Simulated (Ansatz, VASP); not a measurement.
# NiHS2: VASP beside Ansatz, part 2 of 2

Aim: how closely do two programs agree when they are given the same cell, functional and k mesh? Of the first pair: The structure shown is the start of the Ansatz relaxation below; VASP solves that cell, so the two are compared at the walk's first step.

VASP 6.6.1 and Ansatz 0.2.0.

So far: Starting point; Ansatz: relaxation, LDA.

## (3) VASP: single point, LDA, start cell, pair 1

Level of this step: LDA, zero-moment start; plane waves and PAW (Ni, S, H) (VASP).

The same cell, functional (in two slightly different forms), mesh and smearing now go to VASP, with its own data sets.

Lines of VASP's logs that name or quote its potential files are left out, and so is its time.

INCAR

```
SYSTEM = NiHS2
PREC = Accurate
ENCUT = 520
EDIFF = 1E-06
NELM = 200
ISMEAR = -1
SIGMA = 0.05
LREAL = .FALSE.
ALGO = Normal
GGA = CA
NBANDS = 19
ISPIN = 2
MAGMOM = 0 -0 -0 0
LASPH = .TRUE.
LMAXMIX = 4
LORBIT = 11
LWAVE = .FALSE.
LCHARG = .FALSE.
ISIF = 2
LDIPOL = .TRUE.
IDIPOL = 3
DIPOL = 0.5 0.5 0.302
LVHAR = .TRUE.
GGA_COMPAT = .FALSE.
NELMDL = -8
KPAR = 2
```

POSCAR

```
NiHS2
1.0
    3.7739400000      0.0000000000      0.0000000000
    2.1040520000      3.1329840000      0.0000000000
    0.0000000000      0.0000000000     31.3947730000
Ni S H
1 2 1
Direct
    0.6493200926      0.6493199455      0.2817098248
    0.0000000000      0.0000000000      0.3215271217
    0.2988680159      0.2988681078      0.2429338476
    0.0390263637      0.0390260531      0.3638898424
```

KPOINTS

```
Automatic mesh
0
Gamma
7 7 1
0 0 0
```

Potentials, in the order of the species: Ni, S and H (LDA family, release 64).

Run with:

```console
$ mpirun -np 2 vasp_std
```

Numbers of over 12 decimals in the logs are rounded to 6 here.

The log of the run:

```text
[banner, memory and clock lines left out]
running    2 mpi-ranks, on    1 nodes
 distrk:  each k-point on    1 cores,    2 groups
 distr:  one band on    1 cores,    1 groups

 POSCAR found type information on POSCAR NiS H
 POSCAR found :  3 types and       4 ions
 LDA part: xc-table for (Slater(with rela. corr.)+CA(PZ))
 , standard interpolation
 POSCAR, INCAR and KPOINTS ok, starting setup
 FFT: planning ... GRIDC
 FFT: planning ... GRID_SOFT
 FFT: planning ... GRID
 WAVECAR not read
 entering main loop
       N       E                     dE             d eps       ncg     rms          rms(c)
DAV:   1     0.153656203827E+03    0.15366E+03   -0.69954E+03  1216   0.826E+02
DAV:   2     0.426168345812E+01   -0.14939E+03   -0.14260E+03  1593   0.198E+02
DAV:   3    -0.207174514553E+02   -0.24979E+02   -0.24328E+02  1628   0.789E+01
DAV:   4    -0.215768253079E+02   -0.85937E+00   -0.85316E+00  1698   0.179E+01
DAV:   5    -0.215972370360E+02   -0.20412E-01   -0.20402E-01  1695   0.284E+00
DAV:   6    -0.215980228271E+02   -0.78579E-03   -0.78575E-03  1740   0.517E-01
DAV:   7    -0.215980574462E+02   -0.34619E-04   -0.34619E-04  1792   0.105E-01
DAV:   8    -0.215980591805E+02   -0.17344E-05   -0.17344E-05  1684   0.197E-02    0.173E+01
DAV:   9    -0.291095758108E+02   -0.75115E+01   -0.52672E+01  1504   0.129E+02    0.318E+01
DAV:  10    -0.209666541527E+02    0.81429E+01   -0.11454E+01  1568   0.605E+01    0.140E+01
DAV:  11    -0.193835499800E+02    0.15831E+01   -0.11279E+01  1614   0.732E+01    0.790E+00
DAV:  12    -0.189463002766E+02    0.43725E+00   -0.26918E+00  1802   0.261E+01    0.207E+00
DAV:  13    -0.189507153069E+02   -0.44150E-02   -0.24650E-01  1462   0.369E+00    0.128E+00
DAV:  14    -0.189448146455E+02    0.59007E-02   -0.10350E-02  1978   0.107E+00    0.898E-01
[...]
DAV:  27    -0.189382471564E+02   -0.97203E-05   -0.13891E-06  1162   0.860E-03    0.448E-03
DAV:  28    -0.189382707725E+02   -0.23616E-04   -0.62947E-07  1205   0.341E-03    0.353E-03
DAV:  29    -0.189382967063E+02   -0.25934E-04   -0.10276E-06  1191   0.480E-03    0.210E-03
DAV:  30    -0.189383117646E+02   -0.15058E-04   -0.63785E-07  1216   0.316E-03    0.143E-03
DAV:  31    -0.189383164423E+02   -0.46776E-05   -0.11703E-07  1196   0.178E-03    0.730E-04
DAV:  32    -0.189383198707E+02   -0.34284E-05   -0.74356E-08  1122   0.106E-03    0.297E-04
DAV:  33    -0.189383223295E+02   -0.24588E-05   -0.62781E-08  1118   0.766E-04    0.416E-04
DAV:  34    -0.189383230564E+02   -0.72684E-06   -0.67005E-09  1187   0.515E-04
   1 F= -.18938323E+02 E0= -.18919060E+02  d E =-.385252E-01  mag=     0.0000
```

From OUTCAR (step 3):

```text
ion  position               nearest neighbor table
   1  0.649  0.649  0.282-   3 2.37   3 2.37   2 2.39   2 2.39   3 2.63   2 2.65
   2  0.000  0.000  0.322-   4 1.36   1 2.39   1 2.39   1 2.65
   3  0.299  0.299  0.243-   1 2.37   1 2.37   1 2.63
   4  0.039  0.039  0.364-   2 1.36

  LATTYP: Found a base centered orthorhombic cell.
 ALAT       =     3.5502274120
 B/A-ratio  =     1.8761640845
 C/A-ratio  =     8.8430315461

 Subroutine GETGRP returns: Found  2 space group operations
 (whereof  2 operations were pure point group operations)

The static configuration has the point symmetry C_1h.

 Found     16 irreducible k-points:

   k-points           NKPTS =     16   k-points in BZ     NKDIM =     16   number of bands    NBANDS=     19

   dimension x,y,z NGX =    28 NGY =   28 NGZ =  240
   dimension x,y,z NGXF=    56 NGYF=   56 NGZF=  480

   ENCUT  =  520.0 eV  38.22 Ry    6.18 a.u.   7.02  7.02 58.37*2*pi/ulx,y,z

   NELECT =      23.0000    total number of electrons

 k-points in reciprocal lattice and weights: Automatic mesh
   0.00000000  0.00000000  0.00000000       0.020
   0.14285714  0.00000000  0.00000000       0.082
   0.28571429  0.00000000  0.00000000       0.082
   0.42857143  0.00000000  0.00000000       0.082
   0.14285714  0.14285714  0.00000000       0.041
   0.28571429  0.14285714  0.00000000       0.082
   0.42857143  0.14285714  0.00000000       0.082
  -0.42857143  0.14285714  0.00000000       0.082
  -0.28571429  0.14285714  0.00000000       0.082
[...]
0.42857143  0.42857143  0.00000000       0.041
  -0.42857143  0.42857143  0.00000000       0.041

 dipolmoment           0.000000      0.000000     -0.167019 electrons x Angstroem

 average (electrostatic) potential at core
       1 -94.7176       2 -95.9949       3 -95.3964       4 -41.8191

 E-fermi :  -3.4778

 spin component 1
 k-point     1 :       0.0000    0.0000    0.0000
  band No.  band energies     occupation
    ...
      7      -5.1961      1.00000
      8      -5.0758      1.00000
      9      -4.3568      1.00000
     10      -4.3490      1.00000
     11      -4.2612      1.00000
     12      -2.8100      0.00000
     13      -2.3805      0.00000
     14      -0.9539      0.00000
     15       0.3315      0.00000
     16       0.5698      0.00000
    ...

 k-point     2 :       0.1429    0.0000    0.0000
  band No.  band energies     occupation
    ...
      7      -5.5831      1.00000
      8      -5.3239      1.00000
      9      -4.8051      1.00000
     10      -4.3167      1.00000
     11      -4.1370      1.00000
     12      -3.1449      0.00128
     13      -2.7800      0.00000
     14      -0.6310      0.00000
     15       0.6509      0.00000
     16       1.1549      0.00000
    ...

 k-point     3 :       0.2857    0.0000    0.0000
  band No.  band energies     occupation
    ...
      8      -5.5034      1.00000
      9      -4.9072      1.00000
     10      -4.6290      1.00000
     11      -4.4471      1.00000
     12      -3.4974      0.59656
     13      -2.8612      0.00000
     14       0.0126      0.00000
     15       1.3864      0.00000
     16       1.5673      0.00000
     17       2.0794      0.00000
    ...

 k-point     4 :       0.4286    0.0000    0.0000
  band No.  band energies     occupation
    ...
      7      -6.0225      1.00000
      8      -5.7343      1.00000
      9      -5.0103      1.00000
     10      -4.9501      1.00000
     11      -4.7401      1.00000
     12      -3.3911      0.15009
     13      -2.7750      0.00000
     14       0.4965      0.00000
     15       0.9600      0.00000
     16       2.1864      0.00000
    ...

 k-point     5 :       0.1429    0.1429    0.0000
  band No.  band energies     occupation
    ...
      7      -5.5052      1.00000
      8      -5.1933      1.00000
      9      -4.8264      1.00000
     10      -4.4073      1.00000
     11      -4.0690      0.99999
     12      -3.3519      0.07454
     13      -2.4152      0.00000
     14      -0.6828      0.00000
     15       0.6141      0.00000
     16       1.1378      0.00000
    ...

 k-point     6 :       0.2857    0.1429    0.0000
  band No.  band energies     occupation
    ...
      8      -5.4566      1.00000
      9      -4.8669      1.00000
     10      -4.5148      1.00000
     11      -4.1869      1.00000
     12      -3.4856      0.53876
     13      -2.9500      0.00003
     14      -0.2216      0.00000
     15       1.1913      0.00000
     16       1.7041      0.00000
     17       2.1251      0.00000
    ...

  Total       -5.8675502     -6.7165402     -3.7824575      0.6320830      0.5452178      1.0229196
  in kB      -25.3254333    -28.9898309    -16.3257869      2.7281871      2.3532610      4.4151105
  external PRESSURE =     -23.5470170 kB  Pullay stress =       0.0000000 kB

  energy-cutoff  :      520.00
  volume of cell :      371.20
      direct lattice vectors                 reciprocal lattice vectors
     3.773940000  0.000000000  0.000000000     0.264975066 -0.177952175  0.000000000
     2.104052000  3.132984000  0.000000000     0.000000000  0.319184522  0.000000000
     0.000000000  0.000000000 31.394773000     0.000000000  0.000000000  0.031852436

 POSITION                                       TOTAL-FORCE (eV/Angst)
 -----------------------------------------------------------------------------------
      3.81670      2.03431      8.84422        -0.069913     -0.037264      0.062867
      0.00000      0.00000     10.09427        -0.001433     -0.000764     -1.977775
      1.75674      0.93635      7.62685        -0.221201     -0.117900      1.641419
      0.22940      0.12227     11.42424         0.292547      0.155928      0.273489
 -----------------------------------------------------------------------------------
    total drift:                                0.000032     -0.000011      0.000448

  FREE ENERGIE OF THE ION-ELECTRON SYSTEM (eV)
  ---------------------------------------------------
  free  energy   TOTEN  =       -18.9383230564 eV

  energy  without entropy=      -18.8997978397  energy(sigma->0) =      -18.91906045

 vacuum level on the upper side and lower side of the slab         0.237         2.793

 total charge
# of ion       s       p       d       tot
------------------------------------------
    1        0.382   0.399   8.272   9.053
    2        1.346   2.330   0.000   3.676
    3        1.371   2.173   0.000   3.543
    4        0.547   0.036   0.000   0.584
--------------------------------------------------
tot          3.646   4.937   8.272  16.856

 magnetization (x)
# of ion       s       p       d       tot
------------------------------------------
    1        0.000  -0.000  -0.000  -0.000
    2       -0.000  -0.000   0.000  -0.000
    3       -0.000  -0.000   0.000  -0.000
    4       -0.000  -0.000   0.000  -0.000
--------------------------------------------------
tot         -0.000  -0.000  -0.000  -0.000

[... 5 further parts left out ...]
```

This run allows spin, but its moments start at zero, where symmetry between the spins tends to hold them, although Ni can carry a moment. Its electron count is odd, so without a moment it is a metal by construction.

## (4) Comparison

Known differences besides the potentials themselves: the two LDA forms differ slightly; Ansatz cuts the interaction across the vacuum, VASP repeats the sheet with a dipole correction; the data sets hold 31 valence electrons in Ansatz (on its default PAW (the set named soft_2) files) and 23 in VASP; the cutoff is 420 eV in Ansatz and 520 eV in VASP; VASP's log shows a relativistic correction to its local exchange, Ansatz's none. Total energies have different zeros and are not compared.

Forces (eV/Å; atoms numbered as in POSCAR):

| atom | Ansatz x, y, z | VASP x, y, z |
| --- | --- | --- |
| Ni1 | -0.032, -0.017, 0.114 | -0.070, -0.037, 0.063 |
| S2 | 0.003, 0.002, -2.036 | -0.001, -0.001, -1.978 |
| S3 | -0.239, -0.128, 1.604 | -0.221, -0.118, 1.641 |
| H4 | 0.268, 0.143, 0.318 | 0.293, 0.156, 0.273 |

The forces differ by 32 meV/Å r.m.s., which is 4.3 % of the r.m.s. force of 0.756 eV/Å (both taken over all components). Moments aren't recorded for both runs of this pair, so they may hold unlike magnetic states. With vacuum in the cell, a pressure given here is an average over mostly empty space and none of the material.

## (5) Ansatz: relaxation, LDA

This run makes the geometry at which the two programs are then compared.

The structure compared here is the end of the Ansatz relaxation.

input.yaml

```yaml
crystal:
  lattice:
    - [3.7739399507, -5.0e-10, 0.0]
    - [2.10405227, 3.1329836892, 0.0]
    - [0.0, 0.0, 19.05109177]
  atoms:
    - { symbol: Ni, position: [0.64932007, 0.64932007, 0.46423671], spin: 1.0 }
    - { symbol: S, position: [0.0, 0.0, 0.5298526] }
    - { symbol: S, position: [0.29886798, 0.29886798, 0.40033677] }
    - { symbol: H, position: [0.03902618, 0.03902618, 0.59966323] }
  periodic: [true, true, false]
magnetization:
  spin_polarized: true
kpoints:
  mp_grid: { grid: [7, 7, 1] }
scf:
  occupations: { method: fermi_dirac, width: 0.05 }
hamiltonian:
  xc: lda
output:
  forces: true
  stress: true
relax:
  f_tol: 0.02
  max_steps: 50
  cell: {}
```

Run with:

```console
$ ansatz run input.yaml --threads 2 --pin off --max-ram 5120MiB --backend cpu --events-out ev --progress --plain --runs-dir out
```

The log of the run:

```text
[...]
Crystal: 4 atoms, lattice volume = 371.202 Å³
Basis set: ecut = 420 eV, 7219 PW (Γ)
Bands: 20, of which v1, the nominal top of the filled ones, is band 16 counted from 1 (15 counted from 0)
Symmetry: 2 space group operations
[...]
k-points: 16 of 49 (time reversal used)
[...]
cell:  # Å, volume = 314.0466 Å³
    - [3.502115, 0.045310, 0]
    - [1.990118, 2.882064, 0]
    - [0, 0, 31.394773]
  atoms:
    - { symbol: Ni, position: [0.559459, 0.559459, 0.281920] }
    - { symbol: S, position: [-0.00259099, -0.00259099, 0.328750] }
    - { symbol: S, position: [0.232207, 0.232207, 0.251971] }
    - { symbol: H, position: [0.198139, 0.198139, 0.347419] }
[key lines of the parts left out:]
SCF converged after 10 iterations
Magnetization: -0.0000 μB (15.5000 up, 15.5000 down)
Free energy (F): -7528.683425 eV
Fermi energy:    -5.350947 eV
P = ½ c Tr σ = -0.0286 N/m
```

## (6) VASP: single point, LDA, relaxed cell, pair 2

The same cell, functional (in two slightly different forms), mesh and smearing now go to VASP, with its own data sets.

INCAR, as its differences from that of step 3:

```diff
@@ -21,3 +21,3 @@
 IDIPOL = 3
-DIPOL = 0.5 0.5 0.302
+DIPOL = 0.5 0.5 0.303
 LVHAR = .TRUE.
```

POSCAR

```
NiHS2
1.0
    3.5021152238      0.0453095639      0.0000000000
    1.9901184732      2.8820639236      0.0000000000
    0.0000000000      0.0000000000     31.3947733633
Ni S H
1 2 1
Direct
    0.5594592443      0.5594592443      0.2819202125
    0.9974090122      0.9974090122      0.3287502664
    0.2322072238      0.2322072238      0.2519710531
    0.1981387497      0.1981387497      0.3474190728
```

KPOINTS is that of step 3.

Run with:

```console
$ mpirun -np 2 vasp_std
```

The log of the run:

```text
[... set-up lines as in an earlier step ...]
 entering main loop
       N       E                     dE             d eps       ncg     rms          rms(c)
DAV:   1     0.164408120908E+03    0.16441E+03   -0.74622E+03  1216   0.853E+02
DAV:   2     0.172787183448E+01   -0.16268E+03   -0.15455E+03  1659   0.206E+02
DAV:   3    -0.217267509679E+02   -0.23455E+02   -0.23044E+02  1601   0.825E+01
DAV:   4    -0.224819281222E+02   -0.75518E+00   -0.75262E+00  1732   0.182E+01
[...]
DAV:  30    -0.200723787830E+02   -0.21160E-05   -0.41754E-08  1196   0.143E-03    0.385E-04
DAV:  31    -0.200723800060E+02   -0.12230E-05   -0.36190E-08  1274   0.589E-04    0.223E-04
DAV:  32    -0.200723802938E+02   -0.28788E-06   -0.29315E-09  1278   0.409E-04
   1 F= -.20072380E+02 E0= -.20065778E+02  d E =-.132046E-01  mag=     0.0000
```

From OUTCAR (step 6):

```text
  Total       -0.0928712     -0.0646547     -0.0432300     -0.0210075     -0.0141073     -0.0264666
  in kB       -0.4738026     -0.3298503     -0.2205475     -0.1071742     -0.0719717     -0.1350252
  external PRESSURE =      -0.3414001 kB  Pullay stress =       0.0000000 kB

 POSITION                                       TOTAL-FORCE (eV/Angst)
 -----------------------------------------------------------------------------------
      3.07268      1.63775      8.85082        -0.003082     -0.001643      0.001624
      5.47800      2.91979     10.32104         0.064206      0.034222      0.031578
      1.27534      0.67976      7.91057        -0.001381     -0.000736     -0.001181
      1.08822      0.58003     10.90714        -0.059743     -0.031843     -0.032021
 -----------------------------------------------------------------------------------
    total drift:                               -0.000595     -0.000317      0.000889

  FREE ENERGIE OF THE ION-ELECTRON SYSTEM (eV)
  ---------------------------------------------------
  free  energy   TOTEN  =       -20.0723802938 eV

  energy  without entropy=      -20.0591757241  energy(sigma->0) =      -20.06577801

 magnetization (x)
# of ion       s       p       d       tot
------------------------------------------
    1       -0.000  -0.000  -0.000  -0.000
    2       -0.000   0.000   0.000   0.000
    3       -0.000   0.000   0.000   0.000
    4       -0.000   0.000   0.000  -0.000
--------------------------------------------------
tot         -0.000   0.000  -0.000  -0.000

[... 1 part as in an earlier step ...]

[... 2 further parts left out ...]
[key lines of the parts left out:]
E-fermi :  -3.5101
```

## (7) Differences

What differs besides the data sets and the points named for the pairs above, as far as they apply: the data sets hold 31 valence electrons in Ansatz (on its default PAW (the set named soft_2) files) and 23 in VASP. Total energies have different zeros and are not compared.

Forces (eV/Å; atoms numbered as in POSCAR):

| atom | Ansatz x, y, z | VASP x, y, z |
| --- | --- | --- |
| Ni1 | -0.001, -0.001, 0.002 | -0.003, -0.002, 0.002 |
| S2 | 0.008, 0.005, 0.008 | 0.064, 0.034, 0.032 |
| S3 | 0.003, 0.001, -0.005 | -0.001, -0.001, -0.001 |
| H4 | -0.010, -0.005, -0.005 | -0.060, -0.032, -0.032 |

The forces differ by 27 meV/Å r.m.s., where the r.m.s. force is 0.005 eV/Å in Ansatz and 0.032 eV/Å in VASP: the atoms lie near their places of rest in Ansatz, so a percentage would say little (all taken over all components). With vacuum in the cell, a pressure given here is an average over mostly empty space and none of the material.

## (8) Summary of results

```yaml
r_m_s_force_difference_single_point_lda_start_cell_pair_1: 4.3 % of the r.m.s. force
r_m_s_force_difference_single_point_lda_relaxed_cell_pair_2: 27 meV/Å
```

In words: The r.m.s. force difference is 27 meV/Å (single point, LDA, relaxed cell, pair 2), beyond the 12 meV/Å picked in this series as the mark of a large difference. The data sets hold unlike numbers of valence electrons (31 in Ansatz and 23 in VASP), so part of the differences comes from the potentials. What causes the difference of the single point, LDA, start cell, pair 1 pair stays open here. What causes the difference of the single point, LDA, relaxed cell, pair 2 pair stays open here. Such differences can come from data sets, numerical settings and the points named under the comparisons, not from the functional's error against experiment.

[Lines on the potential files, build, host, timing and source positions are cut from VASP's logs without a mark.]

[Logs are printed without paths, hosts, clocks, repeated set-up lines and the standing remarks that a program may print on its own settings, such as how far it seeks lower states.]

[Hosts, paths, dates, database ids (printed as entryN), source tags and the programs' standing remarks are cut or masked in the printed files.]
